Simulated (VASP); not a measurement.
Consider the following.

```
HgTe
1.0
    0.00000     3.26905     3.26905
    3.26905     0.00000     3.26905
    3.26905     3.26905     0.00000
Te Hg
1 1
Direct
  0.25000   0.25000   0.25000
  0.00000   0.00000   0.00000
```

These are r2SCAN+rVV10, VASP's PBE PAW potentials (set 64) (plane waves; VASP) values and carry that method's errors. Settings: 400 eV cut-off, 11×11×11 Γ-centred mesh, tetrahedra with Blöchl corrections, potentials Te Hg.

Give the energies of bands 4 to 12 at the high-symmetry points, in eV from the Fermi level.

```csv
band,Γ,X,U,L,W
4,-7.44,-7.10,-7.01,-6.88,-6.96
5,-6.90,-6.84,-6.88,-6.88,-6.94
6,-6.90,-6.46,-6.38,-6.61,-6.31
7,-0.52,-5.40,-5.42,-5.43,-5.47
8,0.00,-2.22,-2.86,-0.96,-2.59
9,0.00,-2.22,-1.84,-0.96,-2.51
10,0.00,2.06,2.44,0.92,3.29
11,4.61,2.73,4.25,5.37,4.82
12,4.61,8.49,7.33,5.37,5.70
```

It has no gap at this level: it comes out as a metal or semimetal.

The structure comes from a measured HgTe entry (F-43m) of the Crystallography Open Database, whose conditions weren't checked. It was relaxed first.
